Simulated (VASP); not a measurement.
Consider the following.

```xyz
3
Lattice="3.8137 0.0000 0.0000 -1.9068 3.3027 0.0000 0.0000 0.0000 6.4494" Properties=species:S:1:pos:R:3 pbc="T T T"
Mg     0.0000     0.0000     0.0000
Br     0.0000     2.2018     1.5046
Br     1.9068     1.1009     4.9448
```

Method: PBEsol GGA, VASP's PBE PAW potentials (set 64) (plane waves; VASP). Settings: 400 eV cut-off, Gaussian smearing of 0.050 eV, potentials Mg Br.

Without a dispersion term in the relaxation, distances and binding between the weakly bound layers, chains or molecules are unreliable, and so is what depends on them.

Q: Give the energies of bands 3 to 11 at the high-symmetry points, in eV from the valence-band maximum.

A: 
| band | Γ | M | K | A | L | H |
|---|---|---|---|---|---|---|
| 3 | -3.32 | -3.46 | -3.09 | -2.69 | -3.53 | -2.95 |
| 4 | -0.42 | -2.78 | -2.36 | -1.14 | -3.07 | -2.64 |
| 5 | -0.42 | -1.58 | -2.36 | -0.36 | -1.13 | -2.64 |
| 6 | -0.03 | -1.24 | -1.75 | -0.36 | -1.04 | -1.98 |
| 7 | -0.03 | -0.73 | -0.98 | -0.09 | -0.67 | -0.51 |
| 8 | 0.00 | -0.43 | -0.98 | -0.09 | -0.57 | -0.51 |
| 9 | 4.37 | 5.43 | 5.96 | 5.52 | 5.31 | 6.70 |
| 10 | 5.93 | 6.66 | 8.69 | 5.90 | 6.46 | 7.46 |
| 11 | 8.92 | 7.08 | 8.69 | 8.79 | 7.27 | 7.46 |

The gap is direct, 4.37 eV, from the valence maximum at Γ to the conduction minimum at Γ.

The structure comes from a computed database's MgBr2 entry (P-3m1); how it stands against other phases isn't given here. It was relaxed first.
